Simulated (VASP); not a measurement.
The system is NaF (Villiaumite).

```xyz
2
Lattice="0.0000 2.3200 2.3200 2.3200 0.0000 2.3200 2.3200 2.3200 0.0000" Properties=species:S:1:pos:R:3 pbc="T T T"
Na    0.0000    0.0000    0.0000
F     2.3200    2.3200    2.3200
```

- Program: VASP 6.6.1
- Task: relaxation of cell and atoms
- Functional: PBE
- Potentials or basis: VASP PAW PBE potentials, release 64 (Na_pv, F)
- Cutoff: 600 eV
- k mesh: 10 × 10 × 10
- Occupations: gaussian, width 0.03 eV
- Spin: no spin polarisation

At the start: pressure 1.7 GPa; volume 12.49 Å³/atom.

Q: How do energy, volume and symmetry change on relaxing?

A: Over 4 steps the energy falls by 2.3 meV/atom and the volume is 12.93 Å³/atom (+3.5 %); space group Fm-3m (No. 225, to 0.05 Å).

Step by step:
```tsv
step	energy change (eV)	largest force (eV/Å)	pressure (GPa)	volume (Å³)
1	0.0000	0.0000	1.70	24.97
2	-0.0037	0.0000	0.68	25.45
3	-0.0045	0.0000	0.22	25.72
4	-0.0046	0.0000	-0.01	25.85
```

Final structure:
```
CELL_PARAMETERS angstrom
0.00000 2.34687 2.34687
2.34687 0.00000 2.34687
2.34687 2.34687 0.00000
ATOMIC_POSITIONS crystal
Na 0.00000 0.00000 0.00000
F 0.50000 0.50000 0.50000
```
